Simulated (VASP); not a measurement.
These are LDA (Ceperley-Alder, Perdew-Zunger), VASP's LDA PAW potentials (set 64) (plane waves; VASP 6.6.1) values and carry that method's errors.

VASP input:

POSCAR:
```
Cr2O3
1
    4.8089119737    -2.3539632660     0.0946525919
    4.8089119737     2.3539632660     0.0946525919
    3.5801279740    -0.0000000000     3.9822637255
Cr O
4 6
Direct
  0.8408309631   0.8408309631   0.8408309630
  0.3408309631   0.3408309631   0.3408309630
  0.1591690369   0.1591690369   0.1591690370
  0.6591690369   0.6591690369   0.6591690370
  0.4264567474   0.0735432526   0.7500000000
  0.0735432526   0.7500000000   0.4264567474
  0.5735432526   0.9264567474   0.2500000000
  0.2500000000   0.5735432526   0.9264567474
  0.9264567474   0.2500000000   0.5735432526
  0.7500000000   0.4264567474   0.0735432526
```

**KPOINTS**
```
Automatic mesh
0
Gamma
 6 6 6
```

**INCAR**
```
LCHARG = .TRUE.
ISPIN = 2   ! spin-polarised
SYSTEM = Cr2O3
LASPH = .TRUE.
MAGMOM = -2.2 -2.2 2.2 2.2 0.0 0.0 0.0 0.0 0.0 0.0
EDIFF = 1E-7   ! SCF stop (eV)
LREAL = .FALSE.   ! projection in real space or not
LORBIT = 11   ! lm-projected
PREC = Accurate
NELM = 100   ! most electronic steps
ENCUT = 520   ! plane-wave cut-off (eV)
ISIF = 2   ! forces and stress, cell fixed
ISMEAR = -5   ! tetrahedra, Bloechl
LMAXMIX = 4   ! l cut-off of mixed one-centre charges
ALGO = Normal
LWAVE = .FALSE.
LEFG = .TRUE.
NEDOS = 601
```

POTCAR, in this order: Cr_pv O (LDA.64 set). Program: vasp_std.

The run wrote:

OUTCAR:
```
 ion  position               nearest neighbor table
   1  0.841  0.841  0.841-   9 1.91   8 1.91   7 1.91  10 1.98   5 1.98   6 1.98   4 2.51   3 2.73
                             3 2.73   3 2.73
   2  0.341  0.341  0.341-  10 1.91   6 1.91   5 1.91   9 1.98   7 1.98   8 1.98   3 2.51   4 2.73
                             4 2.73   4 2.73
   3  0.159  0.159  0.159-   6 1.91  10 1.91   5 1.91   8 1.98   7 1.98   9 1.98   2 2.51   1 2.73
                             1 2.73   1 2.73
   4  0.659  0.659  0.659-   8 1.91   9 1.91   7 1.91   6 1.98   5 1.98  10 1.98   1 2.51   2 2.73
                             2 2.73   2 2.73
   5  0.426  0.074  0.750-   2 1.91   3 1.91   1 1.98   4 1.98
   6  0.074  0.750  0.426-   3 1.91   2 1.91   4 1.98   1 1.98
   7  0.574  0.926  0.250-   1 1.91   4 1.91   3 1.98   2 1.98
   8  0.250  0.574  0.926-   4 1.91   1 1.91   3 1.98   2 1.98
   9  0.926  0.250  0.574-   1 1.91   4 1.91   2 1.98   3 1.98
  10  0.750  0.426  0.074-   2 1.91   3 1.91   1 1.98   4 1.98
  LATTYP: Found a trigonal (rhomboedric) cell.
 ALAT       =     5.3549730664
 COS(alpha) =     0.6135308992
 Subroutine PRICEL returns:
 Original cell was already a primitive cell.
 Subroutine GETGRP returns: Found 12 space group operations
The static configuration has the point symmetry S_6 .
 The point group associated with its full space group is D_3d.
The dynamic configuration has the point symmetry S_6 .
The overall configuration has the point symmetry S_6 .
...
```

### OSZICAR
```
       N       E                     dE             d eps       ncg     rms          rms(c)
DAV:   1     0.121522239056E+04    0.12152E+04   -0.46894E+04  6568   0.199E+03
DAV:   2     0.712881202450E+02   -0.11439E+04   -0.11037E+04  6450   0.597E+02
DAV:   3    -0.105671740666E+03   -0.17696E+03   -0.17329E+03  7818   0.212E+02
DAV:   4    -0.114705494216E+03   -0.90338E+01   -0.87096E+01  7680   0.443E+01
DAV:   5    -0.114977968914E+03   -0.27247E+00   -0.27165E+00  8316   0.764E+00    0.429E+01
DAV:   6    -0.100014004205E+03    0.14964E+02   -0.19749E+02  8052   0.890E+01    0.235E+01
DAV:   7    -0.967097985977E+02    0.33042E+01   -0.49117E+01  8586   0.533E+01    0.135E+01
DAV:   8    -0.964373659294E+02    0.27243E+00   -0.30579E+00  8044   0.116E+01    0.634E+00
DAV:   9    -0.964431861587E+02   -0.58202E-02   -0.12202E+00  8984   0.654E+00    0.269E+00
DAV:  10    -0.963836926872E+02    0.59493E-01   -0.27654E-01  7566   0.445E+00    0.108E+00
DAV:  11    -0.963800303674E+02    0.36623E-02   -0.62539E-02  8700   0.172E+00    0.361E-01
DAV:  12    -0.963801748105E+02   -0.14444E-03   -0.29749E-03  7836   0.309E-01    0.190E-01
DAV:  13    -0.963800971910E+02    0.77620E-04   -0.39748E-04  8296   0.948E-02    0.124E-01
DAV:  14    -0.963800719109E+02    0.25280E-04   -0.16371E-04  7518   0.890E-02    0.285E-02
DAV:  15    -0.963800731550E+02   -0.12442E-05   -0.17526E-05  9334   0.303E-02    0.111E-02
DAV:  16    -0.963800731116E+02    0.43487E-07   -0.16487E-06  8946   0.826E-03    0.702E-03
DAV:  17    -0.963800730245E+02    0.87019E-07   -0.14748E-06  8070   0.592E-03    0.491E-03
DAV:  18    -0.963800730002E+02    0.24298E-07   -0.13837E-07  3982   0.277E-03
   1 F= -.96380073E+02 E0= -.96380073E+02  d E =0.000000E+00  mag=     0.0000
```

**OUTCAR**
```
------------------------ aborting loop because EDIFF is reached ----------------------------------------
  FORCE on cell =-STRESS in cart. coord.  units (eV):
  Direction    XX          YY          ZZ          XY          YZ          ZX
  --------------------------------------------------------------------------------------
  Total       -0.0240125      0.0276810      0.0225166      0.0000000      0.0000000     -0.0163391
  in kB       -0.4344058      0.5007717      0.4073432      0.0000000      0.0000000     -0.2955880
  external PRESSURE =       0.1579030 kB  Pullay stress =       0.0000000 kB
  volume of cell :       88.56
      direct lattice vectors                 reciprocal lattice vectors
     4.808911974 -2.353963266  0.094652592     0.105846594 -0.212407733 -0.095158025
     4.808911974  2.353963266  0.094652592     0.105846594  0.212407733 -0.095158025
     3.580127974  0.000000000  3.982263726    -0.005031638  0.000000000  0.255636989
 POSITION                                       TOTAL-FORCE (eV/Angst)
 -----------------------------------------------------------------------------------
     11.09725      0.00000      3.50758         0.000309      0.000000      0.000098
      4.49827      0.00000      1.42180         0.000309      0.000000      0.000098
      2.10071      0.00000      0.66398        -0.000309      0.000000     -0.000098
      8.69968      0.00000      2.74977        -0.000309      0.000000     -0.000098
      5.08955     -0.83075      3.03402        -0.000000     -0.006781      0.000000
      5.48712      1.59235      1.77621        -0.001770      0.003391      0.005600
      8.10840      0.83075      1.13754        -0.000000      0.006781      0.000000
      7.27718      0.76161      3.76735        -0.001770     -0.003391      0.005600
      7.71084     -1.59235      2.39536         0.001770     -0.003391     -0.005600
      5.92077     -0.76161      0.40422         0.001770      0.003391     -0.005600
 -----------------------------------------------------------------------------------
    total drift:                               -0.000001     -0.000000     -0.000001
  FREE ENERGIE OF THE ION-ELECTRON SYSTEM (eV)
  ---------------------------------------------------
  free  energy   TOTEN  =       -96.3800730002 eV

  energy  without entropy=      -96.3800730002  energy(sigma->0) =      -96.38007300

 total charge

# of ion       s       p       d       tot
------------------------------------------
    1        0.320   6.420   4.248  10.988
    2        0.320   6.420   4.248  10.988
    3        0.320   6.420   4.248  10.988
    4        0.320   6.420   4.248  10.988
    5        1.548   3.501   0.000   5.050
    6        1.548   3.501   0.000   5.050
    7        1.548   3.501   0.000   5.050
    8        1.548   3.501   0.000   5.050
    9        1.548   3.501   0.000   5.050
   10        1.548   3.501   0.000   5.050
--------------------------------------------------
tot         10.569  46.690  16.993  74.252

 magnetization (x)

# of ion       s       p       d       tot
------------------------------------------
    1       -0.012  -0.019  -2.153  -2.184
    2       -0.012  -0.019  -2.153  -2.184
    3        0.012   0.019   2.153   2.184
    4        0.012   0.019   2.153   2.184
    5        0.000   0.000   0.000   0.000
    6        0.000   0.000   0.000   0.000
    7        0.000   0.000   0.000   0.000
    8        0.000   0.000   0.000   0.000
    9        0.000   0.000   0.000   0.000
   10        0.000   0.000   0.000   0.000
--------------------------------------------------
tot          0.000   0.000   0.000   0.000

 Electric field gradients after diagonalization (V/A^2)
 (convention: |V_zz| > |V_xx| > |V_yy|)
----------------------------------------------------------------------
 ion       V_xx      V_yy      V_zz     asymmetry (V_yy - V_xx)/ V_zz
----------------------------------------------------------------------
   1       5.404     5.404   -10.808       0.000
   2       5.404     5.404   -10.808       0.000
   3       5.404     5.404   -10.808       0.000
   4       5.404     5.404   -10.808       0.000
   5      28.384    14.829   -43.212       0.314
   6      28.384    14.829   -43.212       0.314
   7      28.384    14.829   -43.212       0.314
   8      28.384    14.829   -43.212       0.314
   9      28.384    14.829   -43.212       0.314
  10      28.384    14.829   -43.212       0.314
```
(Selected blocks of OUTCAR.)

OUTCAR:
```
 val. band max:        7.9726357854   @ k =   0.0000   0.0000   0.0000

 cond. band min:       8.7383626734   @ k =   0.1667   0.1667   0.1667


 Fermi energy:         7.9743638974

 spin component 1

 k-point     1 :       0.0000    0.0000    0.0000
  band No.  band energies     occupation
      1     -36.1265      1.00000
      2     -36.1265      1.00000
      3     -36.1037      1.00000
      4     -36.1015      1.00000
      5     -36.1015      1.00000
      6     -36.0595      1.00000
      7     -34.0801      1.00000
      8     -34.0515      1.00000
      9     -33.9938      1.00000
     10     -33.9938      1.00000
     11     -33.9690      1.00000
     12     -33.9690      1.00000
     13     -12.7194      1.00000
     14     -10.9765      1.00000
     15     -10.9765      1.00000
     16     -10.8181      1.00000
     17     -10.5540      1.00000
     18     -10.5540      1.00000
     19      -0.3597      1.00000
     20       0.5155      1.00000
     21       0.5155      1.00000
     22       1.0940      1.00000
     23       1.1203      1.00000
     24       1.1204      1.00000
     25       1.7113      1.00000
     26       1.7113      1.00000
     27       1.9719      1.00000
     28       1.9719      1.00000
     29       2.3886      1.00000
     30       2.5699      1.00000
     31       3.3503      1.00000
     32       4.3530      1.00000
     33       4.3530      1.00000
     34       4.8830      1.00000
     35       5.2423      1.00000
     36       5.2423      1.00000
     37       6.4172      1.00000
     38       6.7748      1.00000
     39       6.7748      1.00000
     40       7.5010      1.00000
     41       7.5010      1.00000
     42       7.9726      1.00000
     43       8.7517      0.00000
     44       8.7517      0.00000
     45       9.6533      0.00000
     46       9.6533      0.00000
     47       9.6923      0.00000
     48       9.7785      0.00000
     49       9.7785      0.00000
...
```

The compound is Cr2O3 in the corundum structure. It was relaxed first, which changed the volume by -8 %.
